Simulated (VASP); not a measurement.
Cd: single point with LDA

The system is Cd.

```xyz
3
Lattice="4.8593 0.0000 0.0000 -2.4296 4.2082 0.0000 0.0000 0.0000 2.8912" Properties=species:S:1:pos:R:3 pbc="T T T"
Cd    0.0000    0.0000    0.0000
Cd    0.0000    2.8055    1.4456
Cd    2.4296    1.4027    1.4456
```

This isn't the form of Cd at room conditions, which is hcp.

```
Program                : VASP 6.6.1
Task                   : single point
Functional             : LDA
Potentials or basis    : VASP PAW LDA potentials, release 64 (Cd)
Cutoff                 : 520 eV
k mesh                 : 8 × 8 × 12
Occupations            : fermi-dirac, width 0.1 eV
Spin                   : no spin polarisation
Dipole correction      : no
Further INCAR settings : ALGO = Fast; EDIFF = 1e-07; NBANDS = 25
```

```yaml
Pressure: 3.6 GPa
Band_gap_on_the_k_mesh: none (metal or under the smearing width)
```

Stress tensor (GPa, compression positive):
```
3.86 0.00 0.00
0.00 3.86 0.00
0.00 0.00 3.19
```

Levels at points of the mesh, in eV from the Fermi level:
```csv
k point,band 15,band 16,band 17,band 18,band 19,band 20,band 21,band 22
"(0.00, 0.00, 0.00)",-8.49,-8.49,0.35,0.59,0.66,0.66,0.67,0.67
"(0.50, 0.00, 0.00)",-8.44,-7.03,-6.91,-2.75,-1.02,7.24,7.25,7.87
"(0.00, 0.00, 0.50)",-8.18,-3.98,-3.97,3.42,3.73,3.73,3.97,4.90
"(0.50, 0.00, 0.50)",-8.31,-2.55,-1.95,-1.20,-0.77,2.46,2.49,3.18
```

Run time: 46 s on 1 thread of AMD EPYC 9R45 (Zen 5), on a shared host, peak memory 0.17 GiB.
